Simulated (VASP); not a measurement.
Input:

```
Mg32O33
1.0
    8.48696     0.00000     0.00000
    0.00000     8.48696     0.00000
    0.00000     0.00000     8.48696
Mg O
32 33
Cartesian
  4.26878   8.46557   8.46497
  6.38540   2.09642   8.46585
  6.38611   8.46557   2.09625
  0.01051   8.47252   8.47245
  2.14382   2.07245   8.46054
  4.29281   4.22104   8.46091
  6.37835   6.35504   8.47387
  2.14421   8.46207   2.07166
  4.27011   2.09550   2.09397
  6.38944   4.22020   2.07228
  4.29287   8.46267   4.22027
  6.38906   2.07299   4.22013
  6.37776   8.47471   6.35510
  8.46803   4.23100   8.47964
  2.13241   6.38252   8.48002
  0.03625   2.09819   2.09766
  2.14880   4.21584   1.96609
  4.26683   6.32970   2.09864
  8.46841   8.48047   4.23092
  2.14841   1.96883   4.21530
  4.39660   4.21681   4.21575
  6.37131   6.38269   4.23251
  2.13240   8.48145   6.38139
  4.26602   2.10004   6.32935
  6.37095   4.23259   6.38187
  0.01009   6.35473   2.12550
  8.36260   4.23804   4.23796
  2.12658   6.49032   4.23838
  0.00860   2.12502   6.35503
  2.12527   4.23968   6.48863
  4.23957   6.35692   6.35562
  0.00637   6.35864   6.35712
  6.40176   2.09737   2.09711
  0.02727   4.22637   2.11630
  0.02687   2.11699   4.22615
  2.14723   2.03293   2.03140
  4.33260   4.21755   2.03166
  6.38134   6.34656   2.10715
  0.01866   8.47001   2.10646
  4.33217   2.03377   4.21679
  6.38003   4.22689   4.22671
  8.42702   6.42360   4.23591
  6.38020   2.10758   6.34662
  8.42692   4.23609   6.42240
  0.01829   2.10658   8.46988
  2.13789   6.33898   2.11665
  4.26873   8.44970   2.09700
  1.71985   4.64559   4.64337
  4.24784   6.33989   4.22718
  6.38022   8.47154   4.22587
  2.13707   2.11806   6.33789
  4.24702   4.22803   6.33830
  6.36026   6.35662   6.35594
  0.00865   0.00513   6.35542
  4.26782   2.09814   8.44866
  6.38043   4.22604   8.47057
  0.00904   6.35570   0.00411
  2.13793   8.47234   4.22613
  2.12800   6.42415   6.42255
  4.25800   8.47192   6.34673
  2.13691   4.22767   8.47046
  4.25847   6.34725   8.47015
  6.38226   8.46923   8.46911
  2.13841   8.47091   8.47020
  2.55107   3.81487   3.81243
```

Computed with HSE06 screened hybrid, VASP's PBE PAW potentials (set 64) (plane waves; VASP). Settings: PREC = Normal, LREAL = Auto, ISYM = 0, EDIFF = 1E-5, 400 eV cut-off, 1×1×1 Γ-centred mesh, Gaussian smearing of 0.050 eV, potentials Mg O.

The supercell is sampled at Γ alone, which is coarse: total energies, pressure and levels can be off, energies of defects by several tenths of an eV.

Problem. What does the run give for the energy per atom (σ→0)?

Solution. 
```yaml
energy per atom (σ→0): -7.092 eV/atom
```

The cell is a supercell with a defect, built from MgO (rock salt): O_i. The cell's shape comes from a PBE relaxation. The run is not spin-polarised, so no state with unpaired spins was tried.
